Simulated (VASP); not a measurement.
Input for VASP

### INCAR
```
SIGMA  =  0.1
ENCUT  =  500
GGA  =  PE
LCHARG  =  F
IBRION  =  2   # conjugate gradients
NELM  =  100   # most electronic steps
PSTRESS  =  200
EDIFFG  =  -0.02   # ionic stop
LREAL  =  F
LMAXMIX  =  4   # l cut-off of mixed one-centre charges
SYSTEM  =  Sn
NSW  =  40
PREC  =  Accurate
LASPH  =  T   # aspherical one-centre terms
LWAVE  =  F
ISMEAR  =  1   # Methfessel-Paxton
EDIFF  =  1E-6   # SCF stop (eV)
ISIF  =  3   # ions, shape and volume
ALGO  =  Normal   # blocked Davidson
```

### POSCAR
```
Sn
1
   -2.8282779089     2.8282779089     1.5320242267
    2.8282779089    -2.8282779089     1.5320242267
    2.8282779089     2.8282779089    -1.5320242267
Sn
2
Direct
  0.2500000000   0.7500000000   0.5000000000
  0.0000000000   0.0000000000   0.0000000000
```

**KPOINTS**
```
Automatic mesh
0
Gamma
13 13 13
0 0 0
```

POTCAR, in this order: Sn_d (PBE.64 set). Program: vasp_std.

Q: Translate this PBE calculation to Quantum ESPRESSO's pw.x.

A: One equivalent input (not run):
```
&CONTROL
  calculation = 'vc-relax'
  pseudo_dir = './pseudo'
  outdir = './out'
  tprnfor = .true.
  tstress = .true.
  nstep = 40
  forc_conv_thr = 0.00078
/
&SYSTEM
  ibrav = 0
  nat = 2
  ntyp = 1
  ecutwfc = 72
  occupations = 'smearing'
  smearing = 'methfessel-paxton'
  degauss = 0.00735
  input_dft = 'pbe'
/
&ELECTRONS
  conv_thr = 7.3e-08
  electron_maxstep = 100
/
&IONS
/
&CELL
  press = 200
/
ATOMIC_SPECIES
  Sn 118.710 Sn.upf
CELL_PARAMETERS angstrom
    -2.8282779    2.8282779    1.5320242
     2.8282779   -2.8282779    1.5320242
     2.8282779    2.8282779   -1.5320242
ATOMIC_POSITIONS crystal
  Sn   0.2500000  0.7500000  0.5000000
  Sn   0.0000000  0.0000000  0.0000000
K_POINTS automatic
  13 13 13 0 0 0
```
Limits of the translation: the potentials are each code's own (VASP's PAW set, PseudoDojo norm-conserving files in pw.x), so ENCUT and ecutwfc are chosen apart and not converted; conv_thr bounds pw.x's estimated SCF error, while EDIFF bounds the energy change between steps; forc_conv_thr acts on force components and is met together with etot_conv_thr.

The compound is Sn in the beta structure. This run relaxes it under an external pressure of 20 GPa. Symmetry was kept, so distortions that lower it aren't found.
